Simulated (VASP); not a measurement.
PtS2:

```
Pt S
1.0
     3.54320    0.00000    0.00000
    -1.77160    3.06850    0.00000
     0.00000    0.00000    5.03880
Pt S
1 2
Cartesian
  0.0000 0.0000 0.0000
  0.0000 2.0457 1.1438
  1.7716 1.0228 3.8950
```

| Quantity | Value |
| --- | --- |
| Program | VASP 6.6.1 |
| Task | relaxation of cell and atoms |
| Functional | PBE |
| Potentials or basis | VASP PAW PBE potentials, release 64 (Pt, S) |
| Cutoff | 300 eV |
| k mesh | 5 × 5 × 3 |
| Occupations | gaussian, width 0.03 eV |
| Spin | no spin polarisation |

At the start: pressure 10.6 GPa; volume 18.26 Å³/atom.

Question: Where does the relaxation end?

Answer: Over 16 steps the energy falls by 47.1 meV/atom and the volume is 19.84 Å³/atom (+8.6 %); space group P-3m1 (No. 164, to 0.05 Å).

Step by step:
```csv
step,energy change (eV),largest force (eV/Å),pressure (GPa),volume (Å³)
1,0.0000,1.2344,10.60,54.78
2,0.2375,1.3295,-12.75,64.93
3,-0.1301,0.0784,-0.53,58.25
4,-0.1303,0.1142,-0.18,58.12
5,-0.1303,0.1338,-0.01,58.05
6,-0.1357,0.0547,0.09,58.02
7,-0.1379,0.0426,0.21,57.97
8,-0.1383,0.0713,-0.10,58.20
9,-0.1384,0.1032,-0.44,58.45
10,-0.1385,0.1022,-0.45,58.48
11,-0.1387,0.1004,-0.47,58.56
12,-0.1392,0.0969,-0.47,58.72
13,-0.1399,0.0904,-0.51,59.06
14,-0.1408,0.0749,-0.56,59.72
15,-0.1414,0.0007,0.11,59.49
16,-0.1414,0.0086,0.03,59.51
```

Final structure:
```xyz
3
Lattice="3.5842 0.0000 0.0000 -1.7921 3.1040 0.0000 0.0000 0.0000 5.3489" Properties=species:S:1:pos:R:3 pbc="T T T"
Pt    0.0000    0.0000    0.0000
S     0.0000    2.0693    1.2167
S     1.7921    1.0347    4.1322
```

Caveat: the cutoff is under 1.25 times the usual one of these potentials, so pressure, stress and relaxed cells hold a basis-set (Pulay) error; this functional lacks dispersion, which binds the layers, so the pressure and a relaxed spacing across them are unreliable.
